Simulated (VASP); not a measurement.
The input files of a VASP run:

INCAR:
```
SYSTEM  =  CaF2
PREC  =  Accurate; ENCUT  =  400; LREAL  =  .FALSE.
LASPH  =  .TRUE.
EDIFF  =  1E-6; NELM  =  100; ALGO  =  Normal
ISMEAR  =  0; SIGMA  =  0.01
GGA  =  PE
ISIF  =  2
LWAVE  =  .FALSE.; LCHARG  =  .FALSE.
```

File POSCAR:
```
CaF2
1.0
  0.0000000000   2.6904530000   2.6904530000
  2.6904530000   0.0000000000   2.6904530000
  2.6904530000   2.6904530000   0.0000000000
Ca F
1 2
direct
  0.0000000000   0.0000000000   0.0000000000
  0.7500000000   0.7500000000   0.7500000000
  0.2500000000   0.2500000000   0.2500000000
```

File KPOINTS:
```
K-points
0
G
 11 11 11
0 0 0
```

POTCAR, in this order: Ca_sv F (PBE.64 set). Program: vasp_std.

Question: Write an equivalent input for Quantum ESPRESSO's pw.x.

Answer: One equivalent input (not run):
```
&CONTROL
  calculation = 'scf'
  pseudo_dir = './pseudo'
  outdir = './out'
  tprnfor = .true.
  tstress = .true.
/
&SYSTEM
  ibrav = 0
  nat = 3
  ntyp = 2
  ecutwfc = 84
  occupations = 'smearing'
  smearing = 'gaussian'
  degauss = 0.000735
  input_dft = 'pbe'
/
&ELECTRONS
  conv_thr = 7.3e-08
  electron_maxstep = 100
/
ATOMIC_SPECIES
  Ca 40.078 Ca.upf
  F 18.998 F.upf
CELL_PARAMETERS angstrom
     0.0000000    2.6904530    2.6904530
     2.6904530    0.0000000    2.6904530
     2.6904530    2.6904530    0.0000000
ATOMIC_POSITIONS crystal
  Ca   0.0000000  0.0000000  0.0000000
  F    0.7500000  0.7500000  0.7500000
  F    0.2500000  0.2500000  0.2500000
K_POINTS automatic
  11 11 11 0 0 0
```
Limits of the translation: the potentials are each code's own (VASP's PAW set, PseudoDojo norm-conserving files in pw.x), so ENCUT and ecutwfc are chosen apart and not converted; conv_thr bounds pw.x's estimated SCF error, while EDIFF bounds the energy change between steps.

The structure comes from a computed database's CaF2 entry; how it stands against other phases isn't given here. The cell was not relaxed at this level.
